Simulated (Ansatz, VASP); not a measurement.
# VSe2 in two plane-wave programs

Wanted: the spread between two codes on one cell, functional and k mesh. The cell is taken from a series of runs on this material, whose earlier steps may have relaxed, scaled, displaced or heated it; both programs get it as it stands.

Calculated with Ansatz 0.2.0; plane waves, with VASP 6.6.1 beside it; relaxation of cell and atoms at PBEsol.

### Step 1. Set-up

The structure is trigonal, space group P-3m1 (No. 164). The conventional cell has a = 3.277 Å, b = 3.277 Å, c = 6.156 Å, α = 90.00°, β = 90.00°, γ = 120.00°. V has 6 Se at 2.46 Å nearest. Se has 3 V at 2.46 Å nearest. Farther neighbours and most contacts between anions are not listed.

### Step 2. Ansatz: relaxation of cell and atoms, PBEsol

Ansatz runs on its PAW soft_1 files.

The relaxed volume is the usual yardstick between codes: in a stiff, nearly cubic crystal its relative difference is about their pressure difference at one cell divided by the bulk modulus.

The input, input.yaml:

```yaml
crystal:
  lattice:
    - [3.2771610203, 0.0, 0.0]
    - [-1.6385805102, 2.8381046959, 0.0]
    - [0.0, 0.0, 6.1563292496]
  atoms:
    - { symbol: V, position: [0.0, 0.0, 0.0], spin: 0.28 }
    - { symbol: Se, position: [0.3333333333, 0.6666666667, 0.2549677479] }
    - { symbol: Se, position: [0.6666666667, 0.3333333333, 0.7450322521] }
kpoints:
  mp_grid: { grid: [9, 9, 5] }
hamiltonian:
  xc: pbesol
  pseudopotentials: { kind: paw, azcp: { folder: soft_1 }, xc_functional: pbe }
scf:
  occupations: { method: gaussian, width: 0.15 }
output:
  forces: true
  stress: true
  eigenvalues: true
  populations: true
magnetization:
  spin_polarized: true
relax:
  adjacent_minimum: "off"
  f_tol: 0.001
  max_steps: 60
  cell: { stress_tol: 0.01 }
```

Run with:

```bash
$ ansatz run input.yaml --threads 16 --pin off --max-ram 92160MiB --backend cuda --events-out ev --progress --plain --runs-dir out --max-vram 78GiB
```

Numbers of over 12 decimals in the logs are rounded to 6 here.

Output:

```text
Engine: ansatz 0.2.0, aarch64-unknown-linux-gnu
Pseudopotentials: kind: paw
Pseudopotential: V, paw, valence charge 13, recommended cutoff 420 eV (normal), soft_1/V.paw.azcp
Pseudopotential: Se, paw, valence charge 16, recommended cutoff 420 eV (normal), soft_1/Se.paw.azcp
Functional definition: PBEsol
  exchange = pbesol_x
  correlation = pbesol_c
[...]
Crystal: 3 atoms, lattice volume = 57.260 Å³
Basis set: ecut = 420 eV, 1149 PW (Γ), exchange–correlation on 48×48×90 points (8 copies of the dense FFT grid, shifted against one another)
Bands: 28, of which v1, the nominal top of the filled ones, is band 23 counted from 1 (22 counted from 0)
Symmetry: 12 space group operations
Space group: P-3m1 (ITA 164), of the structure as read, at distance tolerance 3.9e-5 Å
Magnetic group: BNS 164.85 (UNI 1315), of the structure as read, at distance tolerance 3.9e-5 Å
k-points: 50 of 405
Non-local potential: V, projectors of the file, l = 0: 3, l = 1: 2, l = 2: 3, l = 3: 1
Non-local potential: Se, projectors of the file, l = 0: 2, l = 1: 2, l = 2: 3, l = 3: 1
PAW form: soft (Blöchl's): semilocal exchange-correlation on the pseudo side does not see the compensation charge
PAW frozen core: V, regenerated for the run's functional, and the local potential with it (the file was generated under x = pbe(κ = 0.804, μ = 0.219515), c = pbe(β = 0.066725))
PAW frozen core: Se, regenerated for the run's functional, and the local potential with it (the file was generated under x = pbe(κ = 0.804, μ = 0.219515), c = pbe(β = 0.066725))
PAW one-centre angular grid: V, 590 points (default); XC on 64 Gauss nodes
PAW one-centre angular grid: Se, 590 points (default); XC on 64 Gauss nodes
Initial density: superposition of atomic densities (chi_scale 0.1, normalization cell, long waves kept (reshape's long-wave potential 0.08 eV rms))
Starting moments: Σ|m| = 0.28 μB on 1 of 3 sites
Initial wavefunctions: pseudopotential atomic-orbital guess
[...]
Functional: x = pbesol(κ = 0.804, μ = 0.123457), c = pbesol(β = 0.046)
SCF iter   1: F=—  HF=-13736.504764 eV  |F-HF|=—  |Δ(HF+E_count)|=         —  Δρ=2.88e-2 (↑2.79e-2 ↓2.88e-2)  dr2=6.82e0  dr2_m=1.51e-3  M=0.219 μB ∫|m|=0.275 μB  β_m=0.30  ethr=3.10e-3  ⟨swp⟩=4.5  Hψ=10318  notcnv=0
Mixer restart at iter 1: flushing history
preconditioner: auto → Kerker (q_TF=auto, 2.621 Å⁻¹)  [metal: Δε(μ)=0.044 eV  Ē_g=8.182 eV  σ=0.150 eV  W_gap=0.16  n_scr=22 (ndim 8)  ℏωp=20.2 eV  f_vac=0.011  D(μ)=2.36/eV (n_scr^D=22)]
spin=Collinear: Kerker preconditioning applied to the charge; magnetization (m = ρ↑ − ρ↓) channel mixes plain (no charge-response kernel on spin).
SCF iter   2: F=—  HF=-13736.618012 eV  |F-HF|=—  |Δ(HF+E_count)|=   1.13e-1  Δρ=2.36e-2 (↑2.29e-2 ↓2.36e-2)  dr2=5.28e0  dr2_m=8.99e-4  M=0.216 μB ∫|m|=0.273 μB  β_m=0.44  ethr=3.10e-3  ⟨swp⟩=2.0  Hψ=4064  notcnv=0  defer=50
[...]
SCF iter   5: F=—  HF=-13735.916734 eV  |F-HF|=—  |Δ(HF+E_count)|=         —  Δρ=2.08e-3 (↑2.08e-3 ↓1.82e-3)  dr2=2.54e-2  dr2_m=1.75e-4  M=0.189 μB ∫|m|=0.235 μB  β_m=0.80  ethr=3.07e-4  ⟨swp⟩=2.0  Hψ=4040  notcnv=0  defer=25
Mixer restart at iter 5: flushing history
SCF iter   6: F=—  HF=-13735.914868 eV  |F-HF|=—  |Δ(HF+E_count)|=   1.87e-3  Δρ=1.63e-3 (↑1.35e-3 ↓1.63e-3)  dr2=2.02e-2  dr2_m=2.43e-5  M=0.186 μB ∫|m|=0.231 μB  β_m=0.90  ethr=5.65e-5  ⟨swp⟩=2.0  Hψ=5419  notcnv=0  defer=25
[...]
SCF iter  21: F=-13735.913488 eV  HF=-13735.913488 eV  |F-HF|=1.20e-10  |Δ(HF+E_count)|=  6.37e-11  Δρ=1.80e-7 (↑1.80e-7 ↓1.70e-7)  dr2=1.35e-10  dr2_m=4.53e-14  M=0.000 μB ∫|m|=0.000 μB  ethr=1.00e-12  ⟨swp⟩=3.6  Hψ=9192  notcnv=0
at 1 of the mixer's solves, the last at iteration 11, it left a direction of its history that read negative out of its fit and stepped the other way along it
[...]
SCF 1 converged in 21 iterations: F = -13735.913488 eV  dr2 = 1.35e-10
[...]
relax step   1: F+E_penalty+E_count = -13735.91348761 eV  Δ(F+E_penalty+E_count) = +0.000e0 eV  max|allowed force component| = 2.966e-3 eV/Å  Δτ_max = 0.0000 Å  P = -0.133 GPa  Ω = 57.260 Å³  (21 SCF iters, dr2 threshold 1.00e-7 eV, accepted)
[...]
relax step   2: F+E_penalty+E_count = -13735.91354853 eV  Δ(F+E_penalty+E_count) = -6.092e-5 eV  max|allowed force component| = 2.446e-2 eV/Å  Δτ_max = 0.0065 Å  P = +0.051 GPa  Ω = 56.932 Å³  energy of the carried Pulay correction = +1.227e-4 eV  (11 SCF iters, dr2 threshold 7.61e-8 eV, rejected (line search))
[...]
relax step   3: F+E_penalty+E_count = -13735.91362039 eV  Δ(F+E_penalty+E_count) = -1.328e-4 eV  max|allowed force component| = 1.720e-3 eV/Å  Δτ_max = 0.0026 Å  P = -0.013 GPa  Ω = 57.103 Å³  energy of the carried Pulay correction = +5.852e-5 eV  (15 SCF iters, accepted)
[...]
relax step   4: F+E_penalty+E_count = -13735.91362540 eV  Δ(F+E_penalty+E_count) = -5.012e-6 eV  max|allowed force component| = 5.807e-4 eV/Å  Δτ_max = 0.0002 Å  P = -0.003 GPa  Ω = 57.092 Å³  energy of the carried Pulay correction = +6.276e-5 eV  (8 SCF iters, dr2 threshold 1.60e-9 eV, accepted)
[...]
relax step   5: F+E_penalty+E_count = -13735.91355641 eV  Δ(F+E_penalty+E_count) = +6.900e-5 eV  max|allowed force component| = 5.438e-4 eV/Å  Δτ_max = 0.0000 Å  P = -0.003 GPa  Ω = 57.092 Å³  stress off target by 3.66e-3 GPa  SCF on the basis re-selected at this cell (its energy is not comparable with the rows above)  (13 SCF iters)
basis re-selected at this cell: Δ(F+E_penalty+E_count) = +6.900e-5 eV, ΔP = -0.000 GPa vs the last step (what re-selecting the basis moved, of the pressure what is left beyond the Pulay correction that the steps carried, after the strain that the cell walked since its last selection, with what the two solves' SCF thresholds leave and, on support functions, any second-order correction that the steps lacked; it is no m [...]
SCF converged after 13 iterations
Magnetization: 0.0000 μB (22.5000 up, 22.5000 down)
Absolute magnetization: 0.0000 μB (∫|ρ↑−ρ↓|, with the PAW one-centre terms)
Spin contamination: 0.0000 ħ² per cell (⟨S²⟩ above its minimum at these occupations)
Per-site moments (μB) at R_I (Å): [(1.3358150494983686e-6, 1.013828), (-4.529106763430134e-8, 1.013828), (-4.529106761951162e-8, 1.013828)]
Free energy (F): -13735.913556 eV
Harris-Foulkes:  -13735.913556 eV  (|F-HF|=7.28e-12)
Internal energy: -13735.884967 eV  (E = F + TS)
E sigma→0 (E₀):  -13735.899262 eV
Entropy (-TS):   -0.028590 eV (-9.530 meV/atom)
Fermi energy:    11.136901 eV
--- Per-component energies (eV) ---
  E_band       = -905.314781
  E_kinetic    = 518.769786
  E_local      = -6400.940885  (includes V_loc(G=0)·N_el)
  E_nonlocal   = -622.395378
  E_hartree    = 3258.678961
  E_xc         = -284.370364
  E_vxc        = -327.099453  (∫ρ·V_xc dr)
  E_paw        = -5271.921647  (= ΣΔE_a)
  E_vpaw       = -591.007023  (= ΣTr[D̂ρ^β])
  E_aug_tail   = 0.000266  (compensation charges beyond the density's cutoff)
  E_ewald      = -4935.872289
  E_core_change = 2.166583  (= ΣΔE_core)
  E_smearing   = -0.028590  (= −TS)
  E_closure    = 0.000000  (closes the sum)
  Σ components = -13735.913556   (vs F -13735.913556, Δ=0.00e0)
--- Forces (eV/Å), atoms counted from 1 ---
  atom   1  V      0.00000000     0.00000000     0.00000000
  atom   2  Se     0.00000000    -0.00000000    -0.00054379
  atom   3  Se    -0.00000000     0.00000000     0.00054379
  max |Σ_I F_I| component: 2.89e-19 eV/Å
--- Stress (GPa, compression-positive) ---
       -0.003330       0.000000       0.000000
        0.000000      -0.003330      -0.000000
        0.000000      -0.000000      -0.003661
  P = ⅓ Tr σ = -0.0034 GPa (-0.034 kbar)
--- Band table (eV; the first three rows and the last of 100) ---
  k-point 0 ↑: bands = [... 19 lower, 10.6141, 10.7784, 11.0617, 11.0617, 12.2280, 12.2280, 14.4983, 14.4983, ... 1 higher]
  k-point 1 ↑: bands = [... 19 lower, 9.4320, 11.0592, 11.0592, 11.3893, 12.1609, 12.1609, 14.5934, 14.5934, ... 1 higher]
  k-point 2 ↑: bands = [... 19 lower, 8.8702, 11.0552, 11.0552, 11.6269, 12.0597, 12.0597, 14.7415, 14.7415, ... 1 higher]
  k-point 49 ↓: bands = [... 19 lower, 7.3220, 8.4198, 8.4198, 11.8208, 11.8208, 12.0241, 14.0998, 14.0998, ... 1 higher]
--- Relaxed structure (4 steps of the walk, 3 accepted, 1 SCFs on fresh bases) ---
  F+E_penalty+E_count = -13735.91355641 eV   max|allowed force component| = 5.438e-4 eV/Å   (the final SCF, on the basis selected at the relaxed cell)
  cell:  # Å, volume = 57.0919 Å³
    - [3.274198, 2.8841451146395926e-11, -3.35842335211397e-19]
    - [-1.637099, 2.835539, 4.587691615599341e-19]
    - [-6.308985059680134e-19, 6.308985059457856e-19, 6.149415]
  atoms:
    - { symbol: V, position: [0, 0, 0] }
    - { symbol: Se, position: [0.333333, 0.666667, 0.255425] }
    - { symbol: Se, position: [0.666667, 0.333333, 0.744575] }
--- Löwdin populations: 3 sites ---
  site symbol       q [e]    m [muB]
     0      V     12.4204     0.0000
     1     Se     16.1886    -0.0000
     2     Se     16.1886    -0.0000
  spilling = 0.004497 (of n_electrons = 45.000000)
```

In the SCF lines HF is the Harris–Foulkes energy and dr2 the Hartree energy of the density residual, in eV; the loop may stop once dr2 is under the threshold and the program's other checks hold. Hψ counts applications of the Hamiltonian.

(Continued in part 2 of 2.)

[Lines on the potential files, build, host, timing and source positions are cut from VASP's logs without a mark.]

[Logs are printed without paths, hosts, clocks, repeated set-up lines and the standing remarks that a program may print on its own settings, such as how far it seeks lower states.]

[Hosts, paths, dates, database ids (printed as entryN), source tags and the programs' standing remarks are cut or masked in the printed files.]
